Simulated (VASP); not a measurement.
Input for VASP

### INCAR
```
# general
SYSTEM   =  PdIn
PREC     =  Accurate
ENCUT    =  520
LREAL    =  .FALSE.
LASPH    =  .TRUE.

# electronic loop
EDIFF    =  1E-7
NELM     =  100
ALGO     =  Normal
LMAXMIX  =  4

# smearing
ISMEAR   =  1
SIGMA    =  0.1

# functional
GGA      =  PE
IVDW     =  13

# ions
ISIF     =  2

# output
LWAVE    =  .FALSE.
LCHARG   =  .FALSE.
```

File KPOINTS:
```
Automatic mesh
0
Gamma
11 11 11
0 0 0
```

### POSCAR
```
PdIn
1.0
  3.3339161480   0.0000000000   0.0000000000
  0.0000000000   3.3339161480   0.0000000000
  0.0000000000   0.0000000000   3.3339161480
In Pd
1 1
direct
  0.5000000000   0.5000000000   0.5000000000
  0.0000000000   0.0000000000   0.0000000000
```

POTCAR, in this order: In_d Pd (PBE.64 set). Program: vasp_std.

Task: Translate this PBE-D4 calculation to Ansatz.

Result: One equivalent input (not run):
Ansatz 0.2 input:
```yaml
crystal:
  lattice:
    - [3.3339161, 0.0000000, 0.0000000]
    - [0.0000000, 3.3339161, 0.0000000]
    - [0.0000000, 0.0000000, 3.3339161]
  atoms:
    - { symbol: In, position: [0.5000000, 0.5000000, 0.5000000] }
    - { symbol: Pd, position: [0.0000000, 0.0000000, 0.0000000] }
kpoints:
  mp_grid: { grid: [11, 11, 11] }
hamiltonian:
  xc: pbe
  dispersion: d4
  pseudopotentials: { kind: paw }
scf:
  occupations: { method: methfessel_paxton, width: 0.1 }
  max_iter: 100
output: { forces: true, stress: true, eigenvalues: true }
```
What does not carry over: each code has its own PAW files, so the cut-off isn't converted (ENCUT is set for VASP's; basis.ecutwfc is left out, and Ansatz then takes the one that its files recommend); Ansatz stops its SCF on the density residual and VASP on the energy change (EDIFF).

The compound is PdIn in the CsCl type structure. This cell is one point of a volume scan, at 1.06 of the reference volume.
